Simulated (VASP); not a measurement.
Input of a VASP 6.6.1 run:

INCAR

```
SYSTEM = NaCl
ALGO = Normal ; EDIFF = 1E-7
EDIFFG = -0.005 ; ENCUT = 600
GGA = PE ; IBRION = 2
ISIF = 3 ; ISMEAR = 0
LASPH = .TRUE. ; LCHARG = .FALSE.
LREAL = .FALSE. ; LWAVE = .FALSE.
NELM = 80 ; NSW = 90
PREC = Accurate ; SIGMA = 0.03
```

The input KPOINTS:

```
k-points
0
G
  8 8 8
  0 0 0
```

The input POSCAR:

```
NaCl                                    
1.0
    0.0000000000      2.8495555159      2.8495555159
    2.8495555159     -0.0000000000      2.8495555159
    2.8495555159      2.8495555159      0.0000000000
  Na              Cl            
     1     1
Direct
     0.0000000000000000    0.0000000000000000    0.0000000000000000
     0.5000000000000000    0.5000000000000000    0.5000000000000000
```

Potentials or basis: VASP PAW PBE potentials, release 64 (Na_pv, Cl).

The run is started by

```bash
$ cat potpaw_PBE.64/Na_pv/POTCAR potpaw_PBE.64/Cl/POTCAR > POTCAR
$ mpirun -np 1 vasp_std > vasp.out
```

Predict the space group after relaxing (to 0.05 Å).

Fm-3m (No. 225).

Estimate the relaxed cell.

a = 4.029 Å, b = 4.029 Å, c = 4.029 Å, α = 60.00°, β = 60.00°, γ = 60.00°.

What does it give for the relaxed volume?

23.12 Å³/atom.

Predict the band gap on the k mesh.

4.99 eV, direct.

Final structure:
```
Na Cl
1.0
     0.00000    2.84885    2.84885
     2.84885    0.00000    2.84885
     2.84885    2.84885    0.00000
Na Cl
1 1
Direct
  0.00000 0.00000 0.00000
  0.50000 0.50000 0.50000
```

A k mesh can miss the band edges. Expect the measured gap to be larger: semilocal functionals such as PBE lack the derivative discontinuity.
